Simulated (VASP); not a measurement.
```yaml
crystal:
  lattice:
    - [2.04108, 1.17842, 6.73043]
    - [-2.04108, 1.17842, 6.73043]
    - [0.00000, -2.35684, 6.73043]
  atoms:
    - { symbol: Zn, position: [0.49922, 0.49922, 0.49922] }
    - { symbol: Cd, position: [0.00211, 0.00211, 0.00211] }
    - { symbol: Se, position: [0.13045, 0.13045, 0.13045] }
    - { symbol: Se, position: [0.61821, 0.61821, 0.61821] }
```

Computed with LDA (Ceperley-Alder, Perdew-Zunger), VASP's LDA PAW potentials (set 64) (plane waves; VASP). Run with 400 eV cut-off, Gaussian smearing of 0.050 eV, potentials Zn Cd Se.

### Question
Give the energies of bands 8 to 21 at the high-symmetry points, in eV from the valence-band maximum.

### Answer

| band | Γ | T | H2 | L | S0 | F |
|---|---|---|---|---|---|---|
| 8 | -6.86 | -6.87 | -6.75 | -6.75 | -6.74 | -6.73 |
| 9 | -6.86 | -6.87 | -6.63 | -6.74 | -6.63 | -6.71 |
| 10 | -6.58 | -6.83 | -6.60 | -6.58 | -6.60 | -6.61 |
| 11 | -6.57 | -6.57 | -6.58 | -6.55 | -6.58 | -6.54 |
| 12 | -6.57 | -6.57 | -6.36 | -6.46 | -6.36 | -6.44 |
| 13 | -5.30 | -3.28 | -5.03 | -4.92 | -5.02 | -5.35 |
| 14 | -1.07 | -3.14 | -4.51 | -4.33 | -4.48 | -4.66 |
| 15 | -1.07 | -0.87 | -3.16 | -2.62 | -3.28 | -2.34 |
| 16 | -0.22 | -0.87 | -2.77 | -2.50 | -2.72 | -2.30 |
| 17 | 0.00 | -0.28 | -1.81 | -1.98 | -1.90 | -1.03 |
| 18 | 0.00 | -0.28 | -1.70 | -1.35 | -1.68 | -0.86 |
| 19 | 0.61 | 1.93 | 3.58 | 3.10 | 3.47 | 2.13 |
| 20 | 2.36 | 2.77 | 3.79 | 3.92 | 4.34 | 2.69 |
| 21 | 5.54 | 5.19 | 5.31 | 4.88 | 4.98 | 3.36 |

The gap is direct, 0.61 eV, from the valence maximum at Γ to the conduction minimum at Γ.

The structure comes from a computed database's ZnCdSe2 entry (R3m); how it stands against other phases isn't given here. It was relaxed first, which changed the volume by -9 %.
